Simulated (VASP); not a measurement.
```
CELL_PARAMETERS angstrom
      0.00000     3.20324     3.20324
      3.20324     0.00000     3.20324
      3.20324     3.20324     0.00000
ATOMIC_POSITIONS crystal
  Sn 0.00000 0.00000 0.00000
  Te 0.50000 0.50000 0.50000
```

Level of theory: PBE GGA, VASP's PBE PAW potentials (set 64) (plane waves; VASP 6.6.1). Numerical set-up: 520 eV cut-off, 7×7×7 Γ-centred mesh, Gaussian smearing of 0.050 eV, potentials Sn_d Te.

Question: Estimate the energy per atom (σ→0).

Answer: 
| Property | Value |
|---|---|
| energy per atom (σ→0) | -3784 meV/atom |

The compound is SnTe in the rock salt structure, which distorts at low temperature. It was relaxed first. The start is the result of an earlier pass.
